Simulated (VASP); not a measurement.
Given:

```
CELL_PARAMETERS angstrom
      6.06939     0.00000     0.00000
      0.00000     6.06939     0.00000
      0.00000     0.00000     6.06939
ATOMIC_POSITIONS crystal
  Li 0.00000 0.00000 0.00000
  Cl 0.50000 0.50000 0.50000
  Cl 0.00000 0.00000 0.50000
  Cl 0.00000 0.50000 0.00000
  Cl 0.50000 0.00000 0.00000
  K  0.50000 0.50000 0.00000
  K  0.50000 0.00000 0.50000
  K  0.00000 0.50000 0.50000
```

Calculation: PBEsol GGA, VASP's PBE PAW potentials (set 64) (plane waves; VASP). Run with 520 eV cut-off, 4×4×4 Γ-centred mesh, Gaussian smearing of 0.050 eV, potentials Li_sv Cl K_sv.

Q: Predict the energy per atom (σ→0), band gap (on the k-mesh) with the smallest direct gap where there is one.

A: 
band gap (on the k-mesh): 4.73 eV
smallest direct gap (on the k-mesh): 4.73 eV
energy per atom (σ→0): -3.493 eV/atom

The absolute energy has meaning only against runs of the same code, potentials and settings.

The structure was generated: K3LiCl4 was put into an ordered model structure (Pm-3m), which need not be its known phase. It was relaxed first. The start is the result of an earlier pass.
